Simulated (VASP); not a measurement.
Data:

```
CELL_PARAMETERS angstrom
      1.89076    -3.27489     0.00000
      1.89076     3.27489     0.00000
      0.00000     0.00000     6.20085
ATOMIC_POSITIONS crystal
  Zn 0.66667 0.33333 0.50025
  Zn 0.33333 0.66667 0.00025
  S  0.66667 0.33333 0.87475
  S  0.33333 0.66667 0.37475
```

Computed with PBEsol GGA, VASP's PBE PAW potentials (set 64) (plane waves; VASP 6.6.1). Run with 400 eV cut-off, 10×10×6 Γ-centred mesh, Gaussian smearing of 0.010 eV, potentials Zn S.

Task: The job: ZnS (wurtzite), 4 atoms, PBEsol, optics run with many empty bands, 400 eV, 10×10×6 Γ-centred mesh. Roughly how much core time does it take on a busy server core?

Result: About 80 core-seconds (one run on a shared machine, a rough figure). It had 56 irreducible k-points, 66 bands, up to 1418 plane waves and 14 electronic steps.

The compound is ZnS in the wurtzite structure, the high-temperature form. It was relaxed first.
